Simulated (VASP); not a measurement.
Level of theory: PBEsol GGA, VASP's PBE PAW potentials (set 64) (plane waves; VASP 6.6.1).

VASP input:

File POSCAR:
```
CuF
1
    2.7266088386     0.0000000000     0.0000000000
   -0.0000000000     2.7266088386     0.0000000000
    0.0000000000    -0.0000000000     2.7266088386
Cu F
1 1
Direct
  0.0000000000   0.0000000000   0.0000000000
  0.5000000000   0.5000000000   0.5000000000
```

KPOINTS:
```
K-points
0
G
  12 12 12
0 0 0
```

### INCAR
```
EDIFFG=-0.01
ENCUT=520
NELM=100   ! most electronic steps
EDIFF=1E-6
GGA=PS   ! PBEsol
LCHARG=.FALSE.
ISIF=3   ! ions, shape and volume
SIGMA=0.1   ! width (eV)
PREC=Accurate
LREAL=.FALSE.   ! projection in real space or not
LMAXMIX=4   ! l cut-off of mixed one-centre charges
LASPH=.TRUE.
IBRION=2
LWAVE=.FALSE.
SYSTEM=CuF
NSW=60
ALGO=Normal   ! blocked Davidson
ISMEAR=1   ! Methfessel-Paxton
```

POTCAR, in this order: Cu F (PBE.64 set). Program: vasp_std.

Output of the run:

File OSZICAR:
```
       N       E                     dE             d eps       ncg     rms          rms(c)
DAV:   1     0.124646881139E+03    0.12465E+03   -0.98484E+03  2329   0.223E+03
DAV:   2     0.633723208627E+00   -0.12401E+03   -0.11359E+03  2267   0.358E+02
DAV:   3    -0.839555433620E+01   -0.90293E+01   -0.87899E+01  2576   0.107E+02
DAV:   4    -0.851769762009E+01   -0.12214E+00   -0.12205E+00  2492   0.121E+01
DAV:   5    -0.851963433510E+01   -0.19367E-02   -0.19367E-02  2918   0.150E+00    0.635E+00
DAV:   6    -0.825032761425E+01    0.26931E+00   -0.68740E+00  2782   0.689E+01    0.576E+00
DAV:   7    -0.765739159923E+01    0.59294E+00   -0.17985E+00  2568   0.508E+01    0.122E+00
DAV:   8    -0.765748476640E+01   -0.93167E-04   -0.20119E-01  2917   0.619E+00    0.415E-01
DAV:   9    -0.765130546023E+01    0.61793E-02   -0.65493E-03  3440   0.263E+00    0.124E-01
DAV:  10    -0.765124805058E+01    0.57410E-04   -0.10681E-03  2517   0.374E-01    0.976E-02
DAV:  11    -0.765121140866E+01    0.36642E-04   -0.71147E-04  3159   0.712E-01    0.572E-02
DAV:  12    -0.765116907305E+01    0.42336E-04   -0.97756E-05  3180   0.275E-01    0.109E-02
DAV:  13    -0.765116850598E+01    0.56706E-06   -0.13957E-05  2560   0.418E-02    0.216E-03
DAV:  14    -0.765116844606E+01    0.59927E-07   -0.32488E-07  1372   0.118E-02
   1 F= -.76511684E+01 E0= -.76519447E+01  d E =-.765117E+01
       N       E                     dE             d eps       ncg     rms          rms(c)
DAV:   1    -0.765209544719E+01   -0.92694E-03   -0.13939E-02  2231   0.254E+00    0.249E-01
DAV:   2    -0.765147801174E+01    0.61744E-03   -0.55832E-03  2199   0.189E+00    0.116E-01
DAV:   3    -0.765124011162E+01    0.23790E-03   -0.13277E-03  2334   0.114E+00    0.604E-02
DAV:   4    -0.765119844902E+01    0.41663E-04   -0.62893E-05  2822   0.243E-01    0.227E-02
DAV:   5    -0.765118985363E+01    0.85954E-05   -0.11302E-05  3233   0.651E-02    0.596E-03
DAV:   6    -0.765118942260E+01    0.43103E-06   -0.68185E-07  1190   0.182E-02
   2 F= -.76511894E+01 E0= -.76519727E+01  d E =-.209765E-04
```

File OUTCAR:
```
------------------------ aborting loop because EDIFF is reached ----------------------------------------
  FORCE on cell =-STRESS in cart. coord.  units (eV):
  Direction    XX          YY          ZZ          XY          YZ          ZX
  --------------------------------------------------------------------------------------
  Total        0.0062459      0.0062459      0.0062459      0.0000000      0.0000000     -0.0000000
  in kB        0.4928063      0.4928063      0.4928063      0.0000000      0.0000000     -0.0000000
  external PRESSURE =       0.4928063 kB  Pullay stress =       0.0000000 kB
  volume of cell :       20.31
      direct lattice vectors                 reciprocal lattice vectors
     2.728202621  0.000000000  0.000000000     0.366541690 -0.000000000  0.000000000
     0.000000000  2.728202621  0.000000000    -0.000000000  0.366541690 -0.000000000
    -0.000000000  0.000000000  2.728202621    -0.000000000 -0.000000000  0.366541690
 POSITION                                       TOTAL-FORCE (eV/Angst)
 -----------------------------------------------------------------------------------
      0.00000      0.00000      0.00000        -0.000000     -0.000000      0.000000
      1.36410      1.36410      1.36410         0.000000      0.000000      0.000000
 -----------------------------------------------------------------------------------
    total drift:                               -0.000000      0.000000      0.000000
  FREE ENERGIE OF THE ION-ELECTRON SYSTEM (eV)
  ---------------------------------------------------
  free  energy   TOTEN  =        -7.6511894226 eV

  energy  without entropy=       -7.6535392267  energy(sigma->0) =       -7.65197269

 reached required accuracy - stopping structural energy minimisation
```
(Selected blocks of OUTCAR.)

CONTCAR:
```
CuF
   1.00000000000000
     2.7282026213964277    0.0000000000000000    0.0000000000000000
     0.0000000000000000    2.7282026213964277    0.0000000000000000
    -0.0000000000000000    0.0000000000000000    2.7282026213964277
  Cu              F
     1     1
Direct
     0.0000000000000000    0.0000000000000000    0.0000000000000000
     0.5000000000000000    0.5000000000000000    0.5000000000000000
```

The structure was generated: CuF was put into the CsCl type type (Pm-3m), which need not be its known phase. This run relaxes it. Symmetry was kept, so distortions that lower it aren't found. The start is the result of an earlier pass.
